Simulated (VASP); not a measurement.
A convergence study with VASP on Pb (space group Fm-3m): a few settings are varied, all else stays as given below, so the limit is that of these other settings.

```
Pb
1.0
    0.00000     2.46758     2.46758
    2.46758     0.00000     2.46758
    2.46758     2.46758     0.00000
Pb
1
Cartesian
  0.00000   0.00000   0.00000
```

The numbers are results of PBE GGA, VASP's PBE PAW potentials (set 64) (plane waves; VASP 6.6.1), not measurements. The last row used: 300 eV cut-off, 12×12×12 Γ-centred mesh, Gaussian smearing of 0.10 eV, potentials Pb_d.

```csv
setting,E (eV/atom),pressure (GPa),irreducible k-points
EDIFF = 1E-01,-3.5332,2.07,72
EDIFF = 1E-02,-3.5336,1.65,72
EDIFF = 1E-03,-3.5311,2.06,72
EDIFF = 1E-04,-3.5311,2.42,72
EDIFF = 1E-05,-3.5311,2.41,72
EDIFF = 1E-06,-3.5311,2.48,72
EDIFF = 1E-07,-3.5311,2.47,72
EDIFF = 1E-08,-3.5311,2.47,72
EDIFF = 1E-10,-3.5311,2.47,72
```

Left out are rungs that failed or repeat a setting and relaxations that didn't move; long series are thinned to 24 rows.

The structure is a typed Pb crystal (space group no. 225). The cell was not relaxed at this level.
